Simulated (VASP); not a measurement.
The cell holds one Li (bcc) (110) slab, with vacuum along c, ions free to move until forces fall under 0.03 eV/Å, no reconstruction beyond this cell, dipole correction on.

Data:

```yaml
crystal:
  lattice:
    - [3.00252, 0.00000, 0.00000]
    - [-1.00084, 2.83080, 0.00000]
    - [0.00000, 0.00000, 24.70740]
  atoms:
    - { symbol: Li, position: [0.75000, 0.25000, 0.35114] }
    - { symbol: Li, position: [0.25000, 0.75000, 0.45057] }
    - { symbol: Li, position: [0.75000, 0.25000, 0.54943] }
    - { symbol: Li, position: [0.25000, 0.75000, 0.64886] }
```

All values below come from r2SCAN meta-GGA, VASP's PBE PAW potentials (set 64) (plane waves; VASP). Settings: 450 eV cut-off, 10×10×1 Γ-centred mesh, first-order Methfessel-Paxton smearing of 0.10 eV, potentials Li_sv.

Slab and bulk use different k-meshes, so the surface energy is good to a few per cent at best.

### Question
Predict its surface energy, work function, band gap (on the k-mesh).

### Answer

```
Property                                                    Result
------------------------  ----------------------------------------
surface energy                                           0.51 J/m²
work function                                              3.24 eV
band gap (on the k-mesh)  none (metal, semimetal or under 0.01 eV)
```

The cell is a thin slab with vacuum, built from Li (bcc): (110) face.
